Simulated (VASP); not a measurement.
An input for Ansatz (written as the equivalent of a VASP run, and not itself run):

Ansatz 0.2 input:
```yaml
crystal:
  lattice:
    - [2.0000000, 1.1547010, 8.4400000]
    - [-2.0000000, 1.1547010, 8.4400000]
    - [0.0000000, -2.3094010, 8.4400000]
  atoms:
    - { symbol: Se, position: [0.6165000, 0.6165000, 0.6165000] }
    - { symbol: Se, position: [0.8281000, 0.8281000, 0.8281000] }
    - { symbol: In, position: [0.0000000, 0.0000000, 0.0000000] }
    - { symbol: In, position: [0.1114000, 0.1114000, 0.1114000] }
kpoints:
  mp_grid: { grid: [4, 4, 4] }
hamiltonian:
  xc: lda
  pseudopotentials: { kind: paw }
scf:
  occupations: { method: fermi_dirac, width: 0.05 }
  max_iter: 100
output: { forces: true, stress: true, eigenvalues: true }
```

Task: Translate this input to VASP (INCAR, KPOINTS, POSCAR, choice of POTCAR).

Result: One answer among several that fit: 
INCAR:
```
SYSTEM = InSe
PREC = Accurate
ENCUT = 300
EDIFF = 1E-6
NELM = 100
ALGO = Normal
LREAL = .FALSE.
LASPH = .TRUE.
ISMEAR = -1
SIGMA = 0.05
LMAXMIX = 4
LWAVE = .FALSE.
LCHARG = .FALSE.
ISIF = 2
```

**POSCAR**
```
InSe
1
    2.0000000000     1.1547010000     8.4400000000
   -2.0000000000     1.1547010000     8.4400000000
    0.0000000000    -2.3094010000     8.4400000000
Se In
2 2
Direct
  0.6165000000   0.6165000000   0.6165000000
  0.8281000000   0.8281000000   0.8281000000
  0.0000000000   0.0000000000   0.0000000000
  0.1114000000   0.1114000000   0.1114000000
```

KPOINTS:
```
Automatic mesh
0
Gamma
4 4 4
0 0 0
```

POTCAR, in this order: Se In_d (LDA.64 set). Program: vasp_std.

Limits of the translation: each code has its own PAW files, so the cut-off isn't converted (ENCUT is set for VASP's; basis.ecutwfc is left out, and Ansatz then takes the one that its files recommend); Ansatz stops its SCF on the density residual and VASP on the energy change (EDIFF); Ansatz's lda is the Perdew-Wang form, while the LDA potentials of VASP carry Perdew-Zunger's.

The structure comes from a measured InSe entry of the Crystallography Open Database, whose conditions weren't checked. The cell was not relaxed at this level. The k-mesh is coarse (spacing up to 0.46 per Å, 2π included), so the numbers may not be converged in it. The run is one of a series of settings (KPOINTS 4×4×4 Γ-centred mesh against the base run), some of them coarse on purpose.
